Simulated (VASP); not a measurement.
The input files of a VASP run:

KPOINTS:
```
kpoints
0
gamma
18 18 18
0 0 0
```

### POSCAR
```
Pt
2.7684170
  0.0000000000   0.7071066947   0.7071066947
  0.7071066947   0.0000000000   0.7071066947
  0.7071066947   0.7071066947   0.0000000000
Pt
1
Direct
  0.0000000000   0.0000000000   0.0000000000
```

INCAR:
```
ALGO  =  Normal
EDIFF  =  1E-7
ENCUT  =  520
GGA  =  PS
ISIF  =  2
ISMEAR  =  -5
LASPH  =  .TRUE.
LCHARG  =  .TRUE.
LMAXMIX  =  6
LORBIT  =  11
LREAL  =  .FALSE.
LWAVE  =  .FALSE.
NEDOS  =  601
NELM  =  100
PREC  =  Accurate
SYSTEM  =  Pt
```

POTCAR, in this order: Pt (PBE.64 set). Program: vasp_std.

Problem. Write an equivalent input for Quantum ESPRESSO's pw.x.

Solution. One equivalent input (not run):
```
&CONTROL
  calculation = 'scf'
  pseudo_dir = './pseudo'
  outdir = './out'
  tprnfor = .true.
  tstress = .true.
/
&SYSTEM
  ibrav = 0
  nat = 1
  ntyp = 1
  ecutwfc = 84
  occupations = 'tetrahedra'
  input_dft = 'pbesol'
/
&ELECTRONS
  conv_thr = 7.3e-09
  electron_maxstep = 100
/
ATOMIC_SPECIES
  Pt 195.084 Pt.upf
CELL_PARAMETERS angstrom
    -0.0000000    1.9575662    1.9575662
     1.9575662    0.0000000    1.9575662
     1.9575662    1.9575662    0.0000000
ATOMIC_POSITIONS crystal
  Pt   0.0000000  0.0000000  0.0000000
K_POINTS automatic
  18 18 18 0 0 0
```
The two are equivalent in intent, not identical: the potentials are each code's own (VASP's PAW set, PseudoDojo norm-conserving files in pw.x), so ENCUT and ecutwfc are chosen apart and not converted; conv_thr bounds pw.x's estimated SCF error, while EDIFF bounds the energy change between steps.

The compound is Pt in the fcc structure. It was relaxed first.
